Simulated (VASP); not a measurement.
Crystal: Li4BeNbP3.

```
Li Be Nb P
1.0
     5.13171    0.00000    0.00000
     0.00000    5.13171    0.00000
     0.00000    0.00000    5.13171
Li Be Nb P
4 1 1 3
Direct
  0.23127 0.23127 0.23127
  0.76873 0.76873 0.23127
  0.23127 0.76873 0.76873
  0.76873 0.23127 0.76873
  0.50000 0.50000 0.50000
  0.00000 0.00000 0.00000
  0.00000 0.50000 0.00000
  0.00000 0.00000 0.50000
  0.50000 0.00000 0.00000
```

The cell was built by a generator and needn't be a form met in nature.

The cell isn't the ideal one: species swapped into the Cu3NiHgSe4 type (P-43m, No. 215).

| Quantity | Value |
| --- | --- |
| Program | VASP 6.6.1 |
| Task | relaxation of cell and atoms |
| Functional | PBE |
| Potentials or basis | VASP PAW PBE potentials, release 64 (Li_sv, Be, Nb_sv, P) |
| Cutoff | 600 eV |
| k mesh | 4 × 4 × 4 |
| Occupations | gaussian, width 0.1 eV |
| Spin | no spin polarisation |

At the start: pressure 22.3 GPa; volume 15.02 Å³/atom.

How do energy, volume and symmetry change on relaxing?

Over 8 steps the energy falls by 546.9 meV/atom and the volume is 17.83 Å³/atom (+18.7 %); space group P-43m (No. 215, to 0.05 Å).

Step by step:
```tsv
step	energy change (eV)	largest force (eV/Å)	pressure (GPa)	volume (Å³)
1	0.0000	4.9258	22.33	135.14
2	-4.4113	0.8372	-3.74	180.34
3	-4.4208	1.0066	-2.93	177.31
4	-4.7201	0.6929	-1.87	170.26
5	-4.9162	0.0159	0.80	158.15
6	-4.9188	0.0985	0.47	159.41
7	-4.9187	0.0760	0.56	159.07
8	-4.9220	0.0301	-0.01	160.47
```

Final structure:
```
Li Be Nb P
1.0
     5.43416    0.00000    0.00000
     0.00000    5.43416    0.00000
     0.00000    0.00000    5.43416
Li Be Nb P
4 1 1 3
Cartesian
  1.4838 1.4838 1.4838
  3.9504 3.9504 1.4838
  1.4838 3.9504 3.9504
  3.9504 1.4838 3.9504
  2.7171 2.7171 2.7171
  0.0000 0.0000 0.0000
  0.0000 2.7171 0.0000
  0.0000 0.0000 2.7171
  2.7171 0.0000 0.0000
```

Caveat: the cutoff is under 1.25 times the usual one of these potentials, so pressure, stress and relaxed cells hold a basis-set (Pulay) error; the volume moved by over 15 % at a fixed basis, so the end points are rough.
